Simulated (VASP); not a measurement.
A convergence study with VASP on GaN (zinc blende): a few settings are varied, all else stays as given below, so the limit is that of these other settings. The cell's lengths are 1 % over those of the tabulated start and one atom is moved, so it is off equilibrium.

```xyz
2
Lattice="0.0000 2.2826 2.2826 2.2826 0.0000 2.2826 2.2826 2.2826 0.0000" Properties=species:S:1:pos:R:3 pbc="T T T"
Ga     0.0000     0.0000     0.0000
N      1.2019     1.1413     1.1413
```

The numbers are results of LDA (Ceperley-Alder, Perdew-Zunger), VASP's LDA PAW potentials (set 64) (plane waves; VASP), not measurements. The last row used: 900 eV cut-off, 8×8×8 Γ-centred mesh, Gaussian smearing of 0.050 eV, potentials Ga_d N_h.

Gaps are read on the run's mesh, which can miss a band edge. Energies of different potentials or hybrids have different zeros.

```
setting                       E (eV/atom)  pressure (GPa)  gap on the mesh (eV)  plane waves
----------------------------  -----------  --------------  --------------------  -----------
ENCUT = 300, POTCAR Ga_d N        -6.9433          -29.95                 1.271          295
ENCUT = 400, POTCAR Ga_d N        -6.9323          -14.76                 1.368          445
ENCUT = 520, POTCAR Ga_d N        -6.9322          -11.43                 1.385          652
ENCUT = 700, POTCAR Ga_d N        -6.9332          -11.56                 1.386         1012
ENCUT = 900, POTCAR Ga_d N        -6.9341          -11.39                 1.387         1475
ENCUT = 300, POTCAR Ga N          -6.9522          -25.73                 1.353          295
ENCUT = 400, POTCAR Ga N          -6.9420          -10.59                 1.443          445
ENCUT = 520, POTCAR Ga N          -6.9408           -7.64                 1.460          652
ENCUT = 700, POTCAR Ga N          -6.9419           -7.76                 1.461         1012
ENCUT = 900, POTCAR Ga N          -6.9426           -7.61                 1.462         1475
ENCUT = 300, POTCAR Ga_h N        -6.6717         -117.60                 1.310          295
ENCUT = 400, POTCAR Ga_h N        -6.9316          -16.50                 1.362          445
ENCUT = 700, POTCAR Ga_h N              …               …                     …         1012
ENCUT = 900, POTCAR Ga_h N        -6.9350          -11.50                 1.382         1475
ENCUT = 300, POTCAR Ga_d N_s      -6.9326          -12.06                 1.387          295
ENCUT = 400, POTCAR Ga_d N_s      -6.9309          -11.77                 1.388          445
ENCUT = 520, POTCAR Ga_d N_s      -6.9331          -11.41                 1.390          652
ENCUT = 700, POTCAR Ga_d N_s      -6.9334               …                 1.390         1012
ENCUT = 900, POTCAR Ga_d N_s      -6.9336          -11.32                 1.390         1475
ENCUT = 300, POTCAR Ga_d N_h      -6.6117          -81.08                 0.063          295
ENCUT = 400, POTCAR Ga_d N_h      -6.6606          -59.04                 0.725          445
ENCUT = 520, POTCAR Ga_d N_h      -6.8436          -33.01                 1.234          652
ENCUT = 700, POTCAR Ga_d N_h      -6.9247          -15.56                 1.365         1012
ENCUT = 900, POTCAR Ga_d N_h      -6.9334          -11.66                 1.387         1475
```

Complete the blanks.

- ENCUT = 700, POTCAR Ga_d N_s, pressure (GPa): -11.33
- ENCUT = 700, POTCAR Ga_h N, E (eV/atom): -6.9343
- ENCUT = 700, POTCAR Ga_h N, pressure (GPa): -11.63
- ENCUT = 700, POTCAR Ga_h N, gap on the mesh (eV): 1.380

Left out are rungs that failed or repeat a setting and relaxations that didn't move; long series are thinned to 24 rows.

The compound is GaN in the zinc blende structure, a metastable form; wurtzite is the usual one. The cell was not relaxed at this level, it is distorted from the ideal structure.
